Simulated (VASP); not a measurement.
# Ca2ZrN2 (P-3m1) in VASP: further runs, part 2 of 2

VASP 6.6.1. The steps go on from the part before.

### 3 Relaxation of cell and atoms, PBE

This run uses another cell than the first one, of 17.46 Å³/atom, 1.041 times its volume.

File INCAR:

```
SYSTEM = Ca2ZrN2
ALGO     = Normal         ! electronic algorithm
EDIFF    = 1E-7           ! SCF threshold, eV
EDIFFG   = -0.005         ! ionic threshold
ENCUT    = 520            ! plane-wave cutoff, eV
GGA      = PE             ! functional
IBRION   = 2              ! ionic algorithm
ISIF     = 3              ! what is computed and relaxed
ISMEAR   = 0              ! smearing method
KPAR     = 4            
LASPH    = .TRUE.         ! aspherical terms in the spheres
LCHARG   = .FALSE.        ! write CHGCAR
LREAL    = .FALSE.        ! projectors in reciprocal space
LWAVE    = .FALSE.        ! write WAVECAR
NELM     = 120            ! most SCF steps
NSW      = 60             ! ionic steps
POTIM    = 0.3            ! step
PREC     = Accurate       ! precision mode
SIGMA    = 0.1            ! smearing width, eV
```

File KPOINTS:

```
k-points
0
G
  10 10 4
  0 0 0
```

File POSCAR:

```
Ca2ZrN2                                 
1.0
    3.3660847376     -0.0000000000     -0.0000000000
   -1.6830423688      2.9151148924      0.0000000000
    0.0000000000      0.0000000000      8.8990297728
  Ca              Zr              N             
     2     1     2
Direct
     0.6666666699999979    0.3333333300000021    0.3035721104416014
     0.3333333300000021    0.6666666699999979    0.6964278895583985
     0.0000000000000000    0.0000000000000000    0.0000000000000000
     0.6666666699999979    0.3333333300000021    0.8594681789655658
     0.3333333300000021    0.6666666699999979    0.1405318210344342
```

Potentials or basis: VASP PAW PBE potentials, release 64 (Ca_sv, Zr_sv, N).

Run with:

```console
$ cat potpaw_PBE.64/Ca_sv/POTCAR potpaw_PBE.64/Zr_sv/POTCAR potpaw_PBE.64/N/POTCAR > POTCAR
$ mpirun -np 4 vasp_std > vasp.out
```

OUTCAR:

```text
SYSTEM = Ca2ZrN2
   EDIFF = 1E-7
   EDIFFG = -0.005
   ENCUT = 520
   GGA = PE
   IBRION = 2
   ISIF = 3
   ISMEAR = 0
   LASPH = .TRUE.
   LREAL = .FALSE.
   NELM = 120
   NSW = 60
   POTIM = 0.3
   PREC = Accurate

 ion  position               nearest neighbor table
   1  0.667  0.333  0.304-   5 2.43   5 2.43   5 2.43   3 3.33   3 3.33   3 3.33
   2  0.333  0.667  0.696-   4 2.43   4 2.43   4 2.43   3 3.33   3 3.33   3 3.33
   3  0.000  0.000  0.000-   4 2.31   5 2.31   5 2.31   4 2.31   4 2.31   5 2.31   1 3.33   2 3.33
                             2 3.33   1 3.33   2 3.33   1 3.33
   4  0.667  0.333  0.859-   3 2.31   3 2.31   3 2.31   2 2.43   2 2.43   2 2.43
   5  0.333  0.667  0.141-   3 2.31   3 2.31   3 2.31   1 2.43   1 2.43   1 2.43

  LATTYP: Found a hexagonal cell.
 ALAT       =     3.3660847376
 C/A-ratio  =     2.6437331400

  Lattice vectors:

 A1 = (   3.3660847376,   0.0000000000,   0.0000000000)
 A2 = (  -1.6830423688,   2.9151148924,   0.0000000000)
 A3 = (   0.0000000000,   0.0000000000,   8.8990297728)

Analysis of symmetry for initial positions (statically):
[... 177 lines left out ...]
  ---------------------------------------------------
  free energy    TOTEN  =       -34.99454107 eV

  energy without entropy =      -34.98608509  energy(sigma->0) =      -34.99031308

 E-fermi :   5.8984     XC(G=0): -10.2008

 val. band max:        5.8911267372   @ k =   0.0000   0.3000   0.2500
 cond. band min:       5.9022707178   @ k =   0.3000  -0.0000   0.5000
 fundamental gap:      0.0111439806
 Fermi energy:         5.8983781681

 k-point     1 :       0.0000    0.0000    0.0000
  band No.  band energies     occupation
      1     -43.4291      2.00000
      2     -34.8224      2.00000
      3     -34.8173      2.00000
      4     -21.6105      2.00000
      5     -21.2150      2.00000
      6     -21.2150      2.00000
[... 661 lines left out ...]
     24       7.7115      0.00000
     25       8.9886      0.00000

 [... further k-points ...]
[... 5 lines left out ...]
  --------------------------------------------------------------------------------------
  -------------------------------------------------------------------------------------
  Total        0.0145705      0.0145705      0.0161823     -0.0000000     -0.0000000      0.0000000
  in kB        0.2673387      0.2673387      0.2969118     -0.0000000     -0.0000000      0.0000000
  external PRESSURE =       0.2771964 kB  Pullay stress =       0.0000000 kB

 VOLUME and BASIS-vectors are now :
 -----------------------------------------------------------------------------
  energy-cutoff  :      520.00
  volume of cell :       87.32
      direct lattice vectors                 reciprocal lattice vectors
     3.366084738  0.000000000  0.000000000     0.297081053  0.171519826  0.000000000
    -1.683042369  2.915114892  0.000000000     0.000000000  0.343039653  0.000000000
     0.000000000  0.000000000  8.899029773     0.000000000  0.000000000  0.112371801

 POSITION                                       TOTAL-FORCE (eV/Angst)
 -----------------------------------------------------------------------------------
      1.68304      0.97170      2.70150         0.000000     -0.000000     -0.003906
     -0.00000      1.94341      6.19753        -0.000000      0.000000      0.003906
      0.00000      0.00000      0.00000         0.000000      0.000000      0.000000
      1.68304      0.97170      7.64843        -0.000000      0.000000      0.003433
     -0.00000      1.94341      1.25060         0.000000     -0.000000     -0.003433
 -----------------------------------------------------------------------------------
    total drift:                                0.000000      0.000000     -0.000000

  FREE ENERGIE OF THE ION-ELECTRON SYSTEM (eV)
  ---------------------------------------------------
  free  energy   TOTEN  =       -34.9945410689 eV

  energy  without entropy=      -34.9860850874  energy(sigma->0) =      -34.99031308

 reached required accuracy - stopping structural energy minimisation
```

OSZICAR:

```text
N       E                     dE             d eps       ncg     rms          rms(c)
DAV:   1     0.449105828230E+03    0.44911E+03   -0.22291E+04  2500   0.168E+03
DAV:   2    -0.666669685270E+01   -0.45577E+03   -0.45054E+03  3113   0.469E+02
DAV:   3    -0.408525992917E+02   -0.34186E+02   -0.33854E+02  3822   0.117E+02
DAV:   4    -0.425397569057E+02   -0.16872E+01   -0.16819E+01  3735   0.229E+01
DAV:   5    -0.426004908014E+02   -0.60734E-01   -0.60710E-01  3623   0.397E+00    0.221E+01
DAV:   6    -0.352881412182E+02    0.73123E+01   -0.61083E+01  2608   0.334E+01    0.101E+01
DAV:   7    -0.350420354622E+02    0.24611E+00   -0.56943E+00  3520   0.115E+01    0.510E+00
DAV:   8    -0.349950116220E+02    0.47024E-01   -0.39959E-01  3428   0.355E+00    0.935E-01
DAV:   9    -0.349940333607E+02    0.97826E-03   -0.49894E-02  3606   0.120E+00    0.447E-01
DAV:  10    -0.349943002852E+02   -0.26692E-03   -0.76283E-03  3499   0.627E-01    0.141E-01
DAV:  11    -0.349945158994E+02   -0.21561E-03   -0.73509E-04  3848   0.220E-01    0.547E-02
DAV:  12    -0.349945388623E+02   -0.22963E-04   -0.12794E-04  2981   0.988E-02    0.159E-02
DAV:  13    -0.349945414233E+02   -0.25610E-05   -0.28339E-05  3150   0.384E-02    0.751E-03
DAV:  14    -0.349945411296E+02    0.29364E-06   -0.40767E-06  3525   0.154E-02    0.371E-03
DAV:  15    -0.349945410689E+02    0.60732E-07   -0.23409E-07  2703   0.467E-03
   1 F= -.34994541E+02 E0= -.34990313E+02  d E =-.349945E+02
```

CONTCAR:

```text
Ca2ZrN2
   1.00000000000000
     3.3660847376000000    0.0000000000000000    0.0000000000000000
    -1.6830423688000000    2.9151148924000001    0.0000000000000000
     0.0000000000000000    0.0000000000000000    8.8990297728000005
  Ca              Zr              N
     2     1     2
Direct
     0.6666666699999979    0.3333333300000021    0.3035721104415998
     0.3333333300000021    0.6666666699999979    0.6964278895584002
     0.0000000000000000    0.0000000000000000    0.0000000000000000
     0.6666666699999979    0.3333333300000021    0.8594681789655638
     0.3333333300000021    0.6666666699999979    0.1405318210344362

  0.00000000E+00  0.00000000E+00  0.00000000E+00
  0.00000000E+00  0.00000000E+00  0.00000000E+00
  0.00000000E+00  0.00000000E+00  0.00000000E+00
  0.00000000E+00  0.00000000E+00  0.00000000E+00
  0.00000000E+00  0.00000000E+00  0.00000000E+00
```

It took 16 s on 4 MPI ranks of Intel Xeon 6975P-C (Granite Rapids), shared host; peak memory 0.28 GiB.

Results:

```
Free energy                  : -34.9945 eV
Pressure after relaxing      : 0.0 GPa
Largest force after relaxing : 0.004 eV/Å
Band gap on the k mesh       : none (metal or under the smearing width)
```

Forces in eV/Å, atoms in the order of the input:
```
Ca   0.000  0.000 -0.004
Ca   0.000  0.000  0.004
Zr   0.000  0.000  0.000
N    0.000  0.000  0.003
N    0.000  0.000 -0.003
```

Final structure:
```
Ca Zr N
1.0
     3.36608    0.00000    0.00000
    -1.68304    2.91511    0.00000
     0.00000    0.00000    8.89903
Ca Zr N
2 1 2
Cartesian
  1.6830 0.9717 2.7015
  0.0000 1.9434 6.1975
  0.0000 0.0000 0.0000
  1.6830 0.9717 7.6484
  0.0000 1.9434 1.2506
```

Levels at points of the mesh, in eV from the Fermi level:
```tsv
k point	band 18	band 19	band 20	band 21	band 22	band 23	band 24	band 25
(0.00, 0.00, 0.00)	-3.09	-2.20	-1.88	-1.88	1.33	1.33	1.67	1.70
(0.50, 0.00, 0.00)	-3.71	-2.80	-2.34	-0.73	0.34	1.08	1.99	3.11
(0.00, 0.00, 0.50)	-3.70	-1.88	-1.88	-1.27	0.73	1.34	1.34	2.07
(0.50, 0.00, 0.50)	-3.70	-2.77	-2.33	-0.76	0.35	1.28	1.58	3.06
```

Caveat: the relaxation stopped at its first step, so nothing moved.
